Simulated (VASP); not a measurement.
## HfCl4: single point with PBE+D4

Molecule: HfCl4, in a box.

```
CELL_PARAMETERS angstrom
14.03574 0.00000 0.00000
0.00000 14.53574 0.00000
0.00000 0.00000 15.03574
ATOMIC_POSITIONS crystal
Hf 0.50000 0.50343 0.50000
Cl 0.35933 0.46369 0.43057
Cl 0.47747 0.50499 0.65196
Cl 0.61629 0.39751 0.46441
Cl 0.54691 0.64757 0.45307
```

```json
{
 "Program": "VASP 6.6.1",
 "Task": "single point",
 "Functional": "PBE",
 "Dispersion": "D4",
 "Potentials or basis": "VASP PAW PBE potentials, release 64 (Hf_pv, Cl)",
 "Cutoff": "400 eV",
 "k mesh": "1 × 1 × 1",
 "Occupations": "gaussian, width 0.01 eV",
 "Spin": "no spin polarisation"
}
```

```
Largest force                   : 0.010 eV/Å
Gap between the frontier levels : 5.36 eV
Dispersion energy per atom      : -0.040 eV
```

Forces in eV/Å, atoms in the order of the input:
```
Hf   0.000  0.000  0.000
Cl   0.008  0.002  0.004
Cl   0.001  0.000 -0.009
Cl  -0.007  0.006  0.002
Cl  -0.003 -0.008  0.003
```

Levels at points of the mesh, in eV from the valence-band top:
```
           k point  band 17  band 18  band 19  band 20  band 21  band 22
(0.00, 0.00, 0.00)     0.00     0.00     0.00     5.36     5.36     6.13
```

Run time: 67 s on 4 MPI ranks on Intel(R) Xeon(R) 6975P-C (Granite Rapids), with other jobs on the host, peak memory 0.52 GiB a rank.

Caveat: spin-orbit coupling is left out, which moves the levels of the heavy elements.
